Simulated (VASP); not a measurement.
```
CELL_PARAMETERS angstrom
      1.56138     0.90146     4.98872
     -1.56138     0.90146     4.98872
      0.00000    -1.80293     4.98872
ATOMIC_POSITIONS crystal
  Mn 0.00000 0.00000 0.00000
  Hf 0.50000 0.50000 0.50000
```
Starting moments (μB, in the order of the record's atoms Mn Hf): 4.0 0.0.

All values below come from PBE GGA, VASP's PBE PAW potentials (set 64) (plane waves; VASP). Numerical set-up: 300 eV cut-off, 6×6×6 Γ-centred mesh, Fermi-Dirac smearing of 0.10 eV, potentials Mn_pv Hf_pv.

The moments were started parallel, and other spin orders were not tried in this run.

### Question
Give the spin-up energies of bands 7 to 16 at the high-symmetry points, in eV from the Fermi level.

### Answer

```
band      Γ      T     H2      L     S0      F
----  -----  -----  -----  -----  -----  -----
7     -6.58  -5.41  -1.72  -2.65  -1.64  -3.07
8     -2.84  -4.12  -1.42  -1.78  -1.40  -2.62
9     -0.40  -0.54  -1.32  -1.35  -1.33  -1.52
10    -0.40  -0.31  -1.24  -0.84  -1.22  -0.19
11     0.22  -0.31  -0.22  -0.48  -0.30   0.06
12     0.22   0.28   0.12   0.07   0.11   0.36
13     0.23   0.52   0.93   0.41   1.01   0.84
14     0.57   0.52   1.40   0.92   1.33   1.56
15     2.04   1.70   1.56   2.34   1.57   2.31
16     2.04   1.70   3.37   3.15   3.16   3.77
```

### Question
Give the spin-down energies of bands 7 to 16 at the high-symmetry points, in eV from the Fermi level.

### Answer

```tsv
band	Γ	T	H2	L	S0	F
7	-6.59	-5.43	-1.76	-2.66	-1.67	-3.15
8	-2.85	-4.12	-1.70	-1.77	-1.65	-2.53
9	-0.63	-0.73	-1.23	-1.36	-1.28	-1.90
10	-0.63	-0.52	-1.20	-1.24	-1.15	-0.44
11	0.09	-0.52	-0.87	-0.56	-0.92	0.14
12	0.10	0.35	0.12	-0.17	0.09	0.35
13	0.10	0.35	1.07	0.45	1.14	0.74
14	0.54	0.36	1.49	0.77	1.45	1.50
15	2.06	1.69	1.51	2.31	1.50	2.30
16	2.06	1.69	3.10	3.13	2.88	3.55
```

It has no gap at this level: it comes out as a metal or semimetal.

The structure was generated: HfMn was put into an ordered model structure, which need not be its known phase. The cell was not relaxed at this level. The k-mesh is coarse (spacing up to 0.39 per Å, 2π included), so the numbers may not be converged in it.
